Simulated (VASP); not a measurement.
An input for Quantum ESPRESSO's pw.x (written as the equivalent of a VASP run, and not itself run):

```
&CONTROL
  calculation = 'vc-relax'
  pseudo_dir = './pseudo'
  outdir = './out'
  tprnfor = .true.
  tstress = .true.
  nstep = 40
  forc_conv_thr = 0.00078
/
&SYSTEM
  ibrav = 0
  nat = 2
  ntyp = 2
  ecutwfc = 84
  occupations = 'smearing'
  smearing = 'gaussian'
  degauss = 0.003675
  input_dft = 'pbesol'
/
&ELECTRONS
  conv_thr = 7.3e-08
  electron_maxstep = 100
/
&IONS
/
&CELL
  press = 100
/
ATOMIC_SPECIES
  Mg 24.305 Mg.upf
  O 15.999 O.upf
CELL_PARAMETERS angstrom
     2.6015533    0.0000000    0.0000000
     0.0000000    2.6015533    0.0000000
     0.0000000    0.0000000    2.6015533
ATOMIC_POSITIONS crystal
  Mg   0.0000000  0.0000000  0.0000000
  O    0.5000000  0.5000000  0.5000000
K_POINTS automatic
  10 10 10 0 0 0
```

Write the VASP files for the same calculation (PBEsol).

Several could match; the one computed here: 
KPOINTS:
```
K-points
0
gamma
10 10 10
0 0 0
```

### POSCAR
```
MgO
1
    2.6015533065     0.0000000000     0.0000000000
    0.0000000000     2.6015533065     0.0000000000
    0.0000000000     0.0000000000     2.6015533065
Mg O
1 1
Direct
  0.0000000000   0.0000000000   0.0000000000
  0.5000000000   0.5000000000   0.5000000000
```

### INCAR
```
SYSTEM = MgO
PREC = Accurate; ENCUT = 620; LREAL = F
LASPH = T
EDIFF = 1E-6; NELM = 100; ALGO = Normal
ISMEAR = 0; SIGMA = 0.05
GGA = PS
IBRION = 2; NSW = 40; ISIF = 3
EDIFFG = -0.02; PSTRESS = 100
LWAVE = F; LCHARG = F
```

POTCAR, in this order: Mg O (PBE.64 set). Program: vasp_std.

Limits of the translation: the potentials are each code's own (VASP's PAW set, PseudoDojo norm-conserving files in pw.x), so ENCUT and ecutwfc are chosen apart and not converted; conv_thr bounds pw.x's estimated SCF error, while EDIFF bounds the energy change between steps; forc_conv_thr acts on force components and is met together with etot_conv_thr.

The structure was generated: MgO was put into the CsCl type type (Pm-3m), which need not be its known phase. This run relaxes it under an external pressure of 10 GPa. Symmetry was kept, so distortions that lower it aren't found.
